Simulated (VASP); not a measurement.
Method: LDA (Ceperley-Alder, Perdew-Zunger), VASP's LDA PAW potentials (set 64) (plane waves; VASP 6.6.1).

A VASP calculation is set up with these files.

### KPOINTS
```
Automatic mesh
0
Gamma
13 13 7
0 0 0
```

**INCAR**
```
SYSTEM=Ni
PREC=Accurate; ENCUT=300; LREAL=F
LASPH=T
EDIFF=1E-6; NELM=100; ALGO=Normal
LMAXMIX=4
ISMEAR=-1; SIGMA=0.1
ISPIN=2; MAGMOM=2*2.0
ISIF=2
LWAVE=F; LCHARG=F; LORBIT=11
```

**POSCAR**
```
Ni
1
    2.4743580000     0.0000000000     0.0000000000
   -1.2371790000     2.1428570000     0.0000000000
    0.0000000000     0.0000000000     4.0173520000
Ni
2
Direct
  0.3548080000   0.6764620000   0.2495810000
  0.6451920000   0.3235380000   0.7504190000
```

POTCAR, in this order: Ni (LDA.64 set). Program: vasp_std.

Problem. What will the output report for the number of irreducible k-points (NKPTS), largest plane-wave count, number of space-group operations, FFT grid (NGX, NGY, NGZ)?

Solution. 
```yaml
number of irreducible k-points (NKPTS): 592
largest_plane_wave_count: 264
number_of_space_group_operations: 2
FFT grid (NGX, NGY, NGZ): 14 × 14 × 24
```

The structure was generated: Ni was put into an ordered model structure, which need not be its known phase. The cell was not relaxed at this level, atoms are displaced from their ideal sites.
